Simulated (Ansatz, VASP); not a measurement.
# Cross-check of SrCl2 between VASP and Ansatz, part 2 of 2

One calculation is typed for both programs; each brings its own data sets and cutoff. How far apart do they land? The cell is taken from a series of VASP runs on this material, whose earlier steps may have relaxed, scaled or displaced it; both programs get it as it stands.

VASP 6.6.1 and Ansatz 0.2.0.

So far. Step 4 (Comparison): The walks stopped with 0.02 GPa left in Ansatz and -0.01 GPa in VASP; each walk ends within a tolerance, so the volume difference is uncertain by about these residues over the bulk modulus, most in soft cells.

## (5) Ansatz: relaxation of cell and atoms, r2SCAN with rVV10

Level of this step: Ansatz beside VASP: Kohn-Sham DFT, plane waves, r2SCAN with rVV10 (Ansatz).

The relaxed volume is the usual yardstick between codes: its relative difference is about their pressure difference at one cell divided by the bulk modulus. The cell compared in this pair holds 84.16 Å³, against 78.90 Å³ for the pair before.

The cell is taken from a series of VASP runs on this material, whose earlier steps may have relaxed, scaled or displaced it; both programs get it as it stands.

input.yaml

```yaml
crystal:
  lattice:
    - [0.0, 3.4782473479, 3.4782473479]
    - [3.4782473479, 0.0, 3.4782473479]
    - [3.4782473479, 3.4782473479, 0.0]
  atoms:
    - { symbol: Sr, position: [0.0, 0.0, 0.0] }
    - { symbol: Cl, position: [0.75, 0.75, 0.75] }
    - { symbol: Cl, position: [0.25, 0.25, 0.25] }
hamiltonian:
  xc: r2scan
  pseudopotentials: { kind: paw }
  dispersion: rvv10
kpoints:
  mp_grid: { grid: [6, 6, 6] }
scf:
  occupations: { method: gaussian, width: 0.03 }
relax:
  f_tol: 0.01
  max_steps: 60
  cell: { stress_tol: 0.05 }
output:
  forces: true
  stress: true
  write_density: true
  write_potential: true
  elf: true
  volumetric_format: npy
```

The run is started by

```bash
ansatz run input.yaml --threads 4 --pin off --max-ram 9216MiB --backend cpu --events-out ev --progress --plain --runs-dir out
```

Numbers of over 12 decimals in the logs are rounded to 6 here.

The program printed:

```text
[...]
Crystal: 3 atoms, lattice volume = 84.161 Å³
Basis set: ecut = 500 eV, 2109 PW (Γ), exchange–correlation on 180×180×180 points (64 copies of the dense FFT grid, shifted against one another)
Bands: 16, of which v1, the nominal top of the filled ones, is band 12 counted from 1 (11 counted from 0)
Symmetry: 48 space group operations
[...]
k-points: 16 of 216
[...]
k-point 15: bands = [... 8 lower, 1.2064, 1.9708, 2.4842, 2.7492, 9.1675, 10.6840, 10.6889, 10.9838]
--- Relaxed structure (2 steps of the walk, 2 accepted, 1 SCFs on fresh bases) ---
[...]
cell:  # Å, volume = 83.9497 Å³
    - [0, 3.475333, 3.475333]
    - [3.475333, 0.0, 3.475333]
    - [3.475333, 3.475333, 0]
  atoms:
    - { symbol: Sr, position: [0, 0, 0] }
    - { symbol: Cl, position: [0.75, 0.75, 0.75] }
    - { symbol: Cl, position: [0.250000, 0.250000, 0.250000] }
[key lines of the parts left out:]
SCF converged after 4 iterations
Free energy (F): -5727.966023 eV
Fermi energy:    5.757513 eV
P = ⅓ Tr σ = 0.0055 GPa (0.055 kbar)
```

Elapsed: 12 s, on 4 threads of Arm Neoverse N1, shared host; peak memory 0.75 GiB.

## (6) VASP: relaxation of cell and atoms, r2SCAN with rVV10

The same cell, functional, mesh and smearing now go to VASP, with its own data sets and cutoff.

INCAR

```
SYSTEM = SrCl2
PREC = Accurate
ENCUT = 450
EDIFF = 1E-06
NELM = 100
ISMEAR = 0
SIGMA = 0.03
LREAL = .FALSE.
ALGO = Normal
METAGGA = R2SCAN
LUSE_VDW = .TRUE.
IVDW_NL = 2
BPARAM = 11.95
CPARAM = 0.0093
LASPH = .TRUE.
NBANDS = 18
LORBIT = 11
LWAVE = .FALSE.
LCHARG = .FALSE.
KPAR = 4
IBRION = 2
NSW = 50
ISIF = 3
EDIFFG = -0.006
```

POSCAR

```
SrCl2
1.0
    0.0000000000      3.4782473479      3.4782473479
    3.4782473479      0.0000000000      3.4782473479
    3.4782473479      3.4782473479      0.0000000000
Sr Cl
1 2
Direct
    0.0000000000      0.0000000000      0.0000000000
    0.7500000000      0.7500000000      0.7500000000
    0.2500000000      0.2500000000      0.2500000000
```

KPOINTS

```
Automatic mesh
0
Gamma
6 6 6
0 0 0
```

The projector-augmented-wave data sets are Sr_sv and Cl (PBE family, release 64).

The run is started by

```bash
mpirun -np 4 vasp_std
```

The program printed:

```text
[banner, memory and clock lines left out]
running    4 mpi-ranks, on    1 nodes
[...]
|                                                                             |
|               ----> ADVICE to this user running VASP <----                  |
|                                                                             |
|     You have switched on vdW-DFT.                                           |
|     This routine was written and supplied by Jiri Klimes. We recommend      |
|     that you carefully read and cite the following publications:            |
|       J. Klimes, D.R. Bowler, A. Michelides                                 |
|          J. Phys.: Cond Matt. 22 022201 (2010)                              |
|       J. Klimes, D.R. Bowler, A. Michelides                                 |
|          Phys. Rev. B. 83, 195131 (2011)                                    |
|     and references therein.                                                 |
|                                                                             |

[...]
Total rVV10 correction in eV:      0.6506497    24.5489341
Total rVV10 correction in eV:      0.6506497    24.5489341
Total rVV10 correction in eV:      0.6506497    24.5489341
DAV:   5    -0.350355271181E+02   -0.34914E-05   -0.42589E-06   924   0.103E-02    0.428E-03
Total rVV10 correction in eV:      0.6506442    24.5489341
Total rVV10 correction in eV:      0.6506442    24.5489341
Total rVV10 correction in eV:      0.6506442    24.5489341
Total rVV10 correction in eV:      0.6506442    24.5489341
DAV:   6    -0.350355278323E+02   -0.71413E-06   -0.14622E-07   348   0.307E-03
Total rVV10 correction in eV:      0.6506391    24.5489341
Total rVV10 correction in eV:      0.6506391    24.5489341
Total rVV10 correction in eV:      0.6506391    24.5489341
Total rVV10 correction in eV:      0.6506391    24.5489341
Total rVV10 correction in eV:      0.6506415    24.5489341
Total rVV10 correction in eV:      0.6506415    24.5489341
Total rVV10 correction in eV:      0.6506415    24.5489341
Total rVV10 correction in eV:      0.6506415    24.5489341
   2 F= -.35035528E+02 E0= -.35035528E+02  d E =-.156358E-04
 trial-energy change:   -0.000016  1 .order   -0.000016   -0.000033    0.000001
 step:   0.9670(harm=  0.9670)  dis= 0.00000  next Energy=   -35.035528 (dE=-0.157E-04)
 reached required accuracy - stopping structural energy minimisation
```

From OUTCAR (step 6):

```text
  Total        0.0008858      0.0008858      0.0008858      0.0000000      0.0000000      0.0000000
  in kB        0.0168832      0.0168832      0.0168832      0.0000000      0.0000000      0.0000000
  external PRESSURE =       0.0168832 kB  Pullay stress =       0.0000000 kB

 POSITION                                       TOTAL-FORCE (eV/Angst)
 -----------------------------------------------------------------------------------
      0.00000      3.47679      3.47679        -0.000000      0.000000      0.000000
      5.21519      5.21519      5.21519        -0.000000     -0.000000     -0.000000
      1.73840      1.73840      1.73840         0.000000      0.000000      0.000000
 -----------------------------------------------------------------------------------
    total drift:                               -0.000000     -0.000000      0.000000

  FREE ENERGIE OF THE ION-ELECTRON SYSTEM (eV)
  ---------------------------------------------------
  free  energy   TOTEN  =       -35.0355278323 eV

  energy  without entropy=      -35.0355278323  energy(sigma->0) =      -35.03552783

[... 2 parts as in an earlier step ...]

[... 2 further parts left out ...]
[key lines of the parts left out:]
E-fermi :   0.0091
```

## (7) Differences

What differs besides the data sets and the points named for the pairs above, as far as they apply: VASP keeps PBE cores, Ansatz makes them for the functional; the cutoff is 500 eV in Ansatz and 450 eV in VASP. Total energies have different zeros and are not compared.

Compared:

```tsv
quantity	Ansatz	VASP	difference
volume (Å³)	83.95	84.06	-0.13 %
edge a after relaxation, in the typed setting (Å)	4.915	4.917	-0.04 %
```

The walks stopped with 0.01 GPa left in Ansatz and 0.00 GPa in VASP; each walk ends within a tolerance, so the volume difference is uncertain by about these residues over the bulk modulus, most in soft cells.

## (8) Summary of results

| Property | Result |
| --- | --- |
| difference in volume (relaxation of cell and atoms, LDA) | -0.32 % |
| difference in volume (relaxation of cell and atoms, r2SCAN with rVV10) | -0.13 % |

The difference in volume is -0.32 % (relaxation of cell and atoms, LDA), within the 1.2 % picked in this series as the mark of a large difference, as far as the stopping tolerances let one tell. How closely two codes agree says nothing of how well the functional describes the real material.

[Lines on the potential files, build, host, timing and source positions are cut from VASP's logs without a mark.]

[Logs are printed without paths, hosts, clocks, repeated set-up lines and the standing remarks that a program may print on its own settings, such as how far it seeks lower states.]

[Hosts, paths, dates, database ids (printed as entryN), source tags and the programs' standing remarks are cut or masked in the printed files.]
